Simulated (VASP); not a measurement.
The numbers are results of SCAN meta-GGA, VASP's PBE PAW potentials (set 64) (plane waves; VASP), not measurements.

VASP ran on this input.

File KPOINTS:
```
Automatic mesh
0
Gamma
11 11 11
0 0 0
```

**INCAR**
```
ALGO = Normal
EDIFF = 1E-7
ENCUT = 520
ISIF = 2
ISMEAR = -5
LASPH = .TRUE.
LCHARG = .FALSE.
LEFG = .TRUE.
LMAXMIX = 4
LMIXTAU = .TRUE.
LORBIT = 11
LREAL = .FALSE.
LWAVE = .FALSE.
METAGGA = SCAN
NEDOS = 601
NELM = 100
PREC = Accurate
SYSTEM = NiSi2
```

**POSCAR**
```
NiSi2
1.0
  0.0000000000   2.6925686903   2.6925686903
  2.6925686903   0.0000000000   2.6925686903
  2.6925686903   2.6925686903   0.0000000000
Si Ni
2 1
Cartesian
  1.3462843451   1.3462843451   1.3462843451
  4.0388530354   4.0388530354   4.0388530354
  0.0000000000   0.0000000000   0.0000000000
```

### KPOINTS_OPT
```
k-points along high-symmetry lines
10
Line-mode
Reciprocal
  0.000000   0.000000   0.000000 ! GAMMA
  0.500000   0.000000   0.500000 ! X

  0.500000   0.000000   0.500000 ! X
  0.625000   0.250000   0.625000 ! U

  0.375000   0.375000   0.750000 ! K
  0.000000   0.000000   0.000000 ! GAMMA

  0.000000   0.000000   0.000000 ! GAMMA
  0.500000   0.500000   0.500000 ! L

  0.500000   0.500000   0.500000 ! L
  0.500000   0.250000   0.750000 ! W

  0.500000   0.250000   0.750000 ! W
  0.500000   0.000000   0.500000 ! X
```

POTCAR, in this order: Si Ni (PBE.64 set). Program: vasp_std.

Output

**OUTCAR**
```
 ion  position               nearest neighbor table
   1  0.250  0.250  0.250-   3 2.33   3 2.33   3 2.33   3 2.33   2 2.69   2 2.69   2 2.69   2 2.69
                             2 2.69   2 2.69
   2  0.750  0.750  0.750-   3 2.33   3 2.33   3 2.33   3 2.33   1 2.69   1 2.69   1 2.69   1 2.69
                             1 2.69   1 2.69
   3  0.000  0.000  0.000-   2 2.33   2 2.33   2 2.33   1 2.33   2 2.33   1 2.33   1 2.33   1 2.33
  LATTYP: Found a face centered cubic cell.
 ALAT       =     5.3851373806
 Subroutine PRICEL returns:
 Original cell was already a primitive cell.
 Subroutine GETGRP returns: Found 48 space group operations
The static configuration has the point symmetry O_h .
The dynamic configuration has the point symmetry O_h .
 Subroutine INISYM returns: Found 48 space group operations
 Subroutine IBZKPT returns following result:
 Found     56 irreducible k-points:

 Following reciprocal coordinates:
            Coordinates               Weight
  0.000000  0.000000  0.000000      1.000000
  0.090909  0.000000  0.000000      8.000000
  0.181818  0.000000  0.000000      8.000000
  0.272727  0.000000  0.000000      8.000000
  0.363636  0.000000  0.000000      8.000000
  0.454545  0.000000  0.000000      8.000000
  0.090909  0.090909  0.000000      6.000000
  0.181818  0.090909  0.000000     24.000000
  0.272727  0.090909  0.000000     24.000000
  0.363636  0.090909  0.000000     24.000000
  0.454545  0.090909  0.000000     24.000000
 -0.454545  0.090909  0.000000     24.000000
 -0.363636  0.090909  0.000000     24.000000
 -0.272727  0.090909  0.000000     24.000000
 -0.181818  0.090909  0.000000     24.000000
 -0.090909  0.090909  0.000000     12.000000
  0.181818  0.181818  0.000000      6.000000
  0.272727  0.181818  0.000000     24.000000
  0.363636  0.181818  0.000000     24.000000
  0.454545  0.181818  0.000000     24.000000
 -0.454545  0.181818  0.000000     24.000000
...
```

### OSZICAR
```
       N       E                     dE             d eps       ncg     rms          rms(c)
DAV:   1     0.530459004919E+02    0.53046E+02   -0.82609E+03  1464   0.145E+03
DAV:   2    -0.370083786878E+02   -0.90054E+02   -0.85129E+02  1496   0.262E+02
DAV:   3    -0.413388198325E+02   -0.43304E+01   -0.42311E+01  1896   0.643E+01
DAV:   4    -0.414207902881E+02   -0.81970E-01   -0.81679E-01  1711   0.831E+00
DAV:   5    -0.414230037420E+02   -0.22135E-02   -0.22038E-02  1898   0.144E+00    0.168E+01
DAV:   6    -0.435939067368E+02   -0.21709E+01   -0.54003E+01  1574   0.186E+02    0.243E+01
DAV:   7    -0.373235637997E+02    0.62703E+01   -0.15093E+01  1783   0.111E+02    0.455E+00
DAV:   8    -0.372138286758E+02    0.10974E+00   -0.22118E+00  2114   0.269E+01    0.308E+00
DAV:   9    -0.371851099188E+02    0.28719E-01   -0.46311E-01  1672   0.115E+01    0.484E-01
DAV:  10    -0.371777284005E+02    0.73815E-02   -0.95685E-02  1496   0.442E+00    0.253E-01
DAV:  11    -0.371722628259E+02    0.54656E-02   -0.58651E-02  1561   0.368E+00    0.198E-01
DAV:  12    -0.371794854629E+02   -0.72226E-02   -0.43055E-02  1496   0.295E+00    0.450E-02
DAV:  13    -0.371798682372E+02   -0.38277E-03   -0.36501E-03  1686   0.920E-01    0.126E-02
DAV:  14    -0.371800436850E+02   -0.17545E-03   -0.10392E-03  1531   0.466E-01    0.246E-02
DAV:  15    -0.371797150168E+02    0.32867E-03   -0.16402E-04  1654   0.180E-01    0.423E-03
DAV:  16    -0.371796635837E+02    0.51433E-04   -0.81681E-05  1561   0.146E-01    0.449E-03
DAV:  17    -0.371796691994E+02   -0.56156E-05   -0.78860E-06  1676   0.455E-02    0.236E-03
DAV:  18    -0.371796678845E+02    0.13149E-05   -0.23626E-07  1515   0.674E-03    0.172E-03
DAV:  19    -0.371796766735E+02   -0.87890E-05   -0.63867E-07  1561   0.145E-02    0.393E-04
DAV:  20    -0.371796782831E+02   -0.16096E-05   -0.12188E-07   978   0.570E-03    0.280E-04
DAV:  21    -0.371796782986E+02   -0.15445E-07   -0.16393E-08   828   0.216E-03
   1 F= -.37179678E+02 E0= -.37179678E+02  d E =0.000000E+00
       N       E                     dE             ncg
       N       E                     dE             ncg
```

File OUTCAR:
```
------------------------ aborting loop because EDIFF is reached ----------------------------------------
  FORCE on cell =-STRESS in cart. coord.  units (eV):
  Direction    XX          YY          ZZ          XY          YZ          ZX
  --------------------------------------------------------------------------------------
  Total       -0.1890089     -0.1890089     -0.1890089      0.0000000      0.0000000      0.0000000
  in kB       -7.7564394     -7.7564394     -7.7564394      0.0000000      0.0000000      0.0000000
  external PRESSURE =      -7.7564394 kB  Pullay stress =       0.0000000 kB
  volume of cell :       39.04
      direct lattice vectors                 reciprocal lattice vectors
     0.000000000  2.692568690  2.692568690    -0.185696284  0.185696284  0.185696284
     2.692568690  0.000000000  2.692568690     0.185696284 -0.185696284  0.185696284
     2.692568690  2.692568690  0.000000000     0.185696284  0.185696284 -0.185696284
 POSITION                                       TOTAL-FORCE (eV/Angst)
 -----------------------------------------------------------------------------------
      1.34628      1.34628      1.34628        -0.000000     -0.000000     -0.000000
      4.03885      4.03885      4.03885         0.000000      0.000000      0.000000
      0.00000      0.00000      0.00000         0.000000      0.000000      0.000000
 -----------------------------------------------------------------------------------
    total drift:                               -0.000000     -0.000000      0.000000
  FREE ENERGIE OF THE ION-ELECTRON SYSTEM (eV)
  ---------------------------------------------------
  free  energy   TOTEN  =       -37.1796782986 eV

  energy  without entropy=      -37.1796782986  energy(sigma->0) =      -37.17967830

 total charge

# of ion       s       p       d       tot
------------------------------------------
    1        0.730   0.863   0.000   1.592
    2        0.730   0.863   0.000   1.592
    3        0.586   0.864   8.460   9.910
--------------------------------------------------
tot          2.045   2.589   8.460  13.094
```
(Selected blocks of OUTCAR.)

For a metal the tetrahedron method with Blöchl corrections gives inexact stress and forces.

The compound is NiSi2 in the fluorite structure. It was relaxed first. The run is not spin-polarised, so no magnetic state was tried.
